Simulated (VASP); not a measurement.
Consider the following.

```yaml
crystal:
  lattice:
    - [2.46636, 0.00000, 0.00000]
    - [-1.23318, 2.13593, 0.00000]
    - [0.00000, 0.00000, 8.07448]
  atoms:
    - { symbol: Co, position: [0.00000, 0.00000, 0.00000] }
    - { symbol: Co, position: [0.00000, 0.00000, 0.50000] }
    - { symbol: Co, position: [0.33333, 0.66667, 0.25000] }
    - { symbol: Co, position: [0.66667, 0.33333, 0.75000] }
```

Calculation: PBE GGA, VASP's PBE PAW potentials (set 64) (plane waves; VASP). Numerical set-up: 300 eV cut-off, 14×14×4 Γ-centred mesh, Fermi-Dirac smearing of 0.10 eV, potentials Co.

The run has a spin-polarised start.

Q: Give the spin-up energies of bands 11 to 24 at the high-symmetry points, in eV from the Fermi level.

A: 
```json
[
 {"band": "11", "Γ": "-2.74", "M": "-2.30", "K": "-2.97", "A": "-2.57", "L": "-1.91", "H": "-2.97"},
 {"band": "12", "Γ": "-2.51", "M": "-1.88", "K": "-2.97", "A": "-2.57", "L": "-1.91", "H": "-2.97"},
 {"band": "13", "Γ": "-2.51", "M": "-1.83", "K": "-2.01", "A": "-2.57", "L": "-1.60", "H": "-2.00"},
 {"band": "14", "Γ": "-2.44", "M": "-0.78", "K": "-2.01", "A": "-2.57", "L": "-1.60", "H": "-2.00"},
 {"band": "15", "Γ": "-2.44", "M": "-0.68", "K": "-1.45", "A": "-1.99", "L": "-1.08", "H": "-1.60"},
 {"band": "16", "Γ": "-1.82", "M": "-0.67", "K": "-1.45", "A": "-1.99", "L": "-1.08", "H": "-1.60"},
 {"band": "17", "Γ": "-1.82", "M": "-0.61", "K": "-0.97", "A": "-1.64", "L": "-0.66", "H": "-0.88"},
 {"band": "18", "Γ": "-1.48", "M": "-0.53", "K": "-0.87", "A": "-1.64", "L": "-0.66", "H": "-0.88"},
 {"band": "19", "Γ": "-1.48", "M": "-0.52", "K": "-0.87", "A": "-1.64", "L": "-0.54", "H": "-0.74"},
 {"band": "20", "Γ": "-1.18", "M": "-0.50", "K": "-0.80", "A": "-1.64", "L": "-0.54", "H": "-0.74"},
 {"band": "21", "Γ": "-1.18", "M": "0.27", "K": "4.94", "A": "-0.95", "L": "1.27", "H": "5.01"},
 {"band": "22", "Γ": "-0.78", "M": "1.39", "K": "4.94", "A": "-0.95", "L": "1.27", "H": "5.01"},
 {"band": "23", "Γ": "-0.78", "M": "2.52", "K": "5.46", "A": "-0.95", "L": "2.84", "H": "5.62"},
 {"band": "24", "Γ": "-0.30", "M": "3.15", "K": "5.83", "A": "-0.95", "L": "2.84", "H": "5.62"}
]
```

Q: Give the spin-down energies of bands 11 to 24 at the high-symmetry points, in eV from the Fermi level.

A: 
```tsv
band	Γ	M	K	A	L	H
11	-1.16	-0.84	-1.77	-1.08	-0.87	-1.64
12	-0.88	-0.11	-1.46	-1.08	-0.87	-1.64
13	-0.88	-0.07	-0.33	-0.97	-0.25	-0.31
14	-0.83	0.51	-0.33	-0.97	-0.25	-0.31
15	-0.83	1.19	0.43	-0.97	0.82	0.23
16	-0.35	1.22	0.43	-0.97	0.82	0.23
17	0.05	1.22	0.83	0.23	1.21	0.94
18	0.05	1.25	0.87	0.23	1.21	0.94
19	0.40	1.30	0.87	0.23	1.31	1.05
20	0.40	1.31	1.04	0.23	1.31	1.05
21	0.68	1.33	5.72	0.93	2.34	5.76
22	0.68	1.53	5.72	0.93	2.34	5.76
23	1.11	3.52	6.21	0.93	3.54	6.31
24	1.11	3.95	6.45	0.93	3.54	6.31
```

It has no gap at this level: it comes out as a metal or semimetal.

The structure comes from a computed database's Co entry; how it stands against other phases isn't given here. The cell was not relaxed at this level.
